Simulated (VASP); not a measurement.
# Tc3Sn: single point with PBE

Tc3Sn:

```
CELL_PARAMETERS angstrom
2.94159 0.00000 0.00000
-1.47079 2.54749 0.00000
0.00000 0.00000 8.63345
ATOMIC_POSITIONS crystal
Sn 0.00000 0.00000 0.00000
Tc 0.33333 0.66667 0.73822
Tc 0.33333 0.66667 0.26178
Tc 0.00000 0.00000 0.50000
```

The cell comes from a database or a generator and needn't be the stable form of this composition.

```json
{
  "Program": "VASP 6.6.1",
  "Task": "single point",
  "Functional": "PBE",
  "Potentials or basis": "VASP PAW PBE potentials, release 64 (Sn_d, Tc_pv)",
  "Cutoff": "520 eV",
  "k mesh": "10 × 10 × 3",
  "Occupations": "fermi-dirac, width 0.05 eV",
  "Spin": "no spin polarisation",
  "Further INCAR settings": "ALGO = Normal; EDIFF = 1e-07; NBANDS = 34"
}
```

```json
{
 "Pressure": "-2.2 GPa",
 "Largest force": "0.112 eV/Å",
 "Band gap on the k mesh": "none (metal or under the smearing width)"
}
```

Forces on the atoms (eV/Å):
```
Sn   0.000  0.000  0.000
Tc   0.000  0.000 -0.112
Tc   0.000  0.000  0.112
Tc   0.000  0.000  0.000
```

Stress tensor (GPa, compression positive):
```
-2.24  0.00  0.00
 0.00 -2.24  0.00
 0.00  0.00 -2.08
```

Levels at points of the mesh, in eV from the Fermi level:
| k point | band 22 | band 23 | band 24 | band 25 | band 26 | band 27 | band 28 | band 29 | band 30 | band 31 |
| --- | --- | --- | --- | --- | --- | --- | --- | --- | --- | --- |
| (0.00, 0.00, 0.00) | -1.88 | -1.88 | -1.12 | -1.12 | -0.55 | -0.14 | -0.14 | 0.98 | 1.18 | 1.18 |
| (0.50, 0.00, 0.00) | -1.96 | -1.82 | -0.69 | -0.48 | 0.01 | 1.77 | 1.80 | 1.94 | 2.24 | 2.32 |

Wall time 79 s on 1 thread of Intel(R) Xeon(R) Platinum 8488C (Sapphire Rapids), on a shared host, peak memory 0.21 GiB.
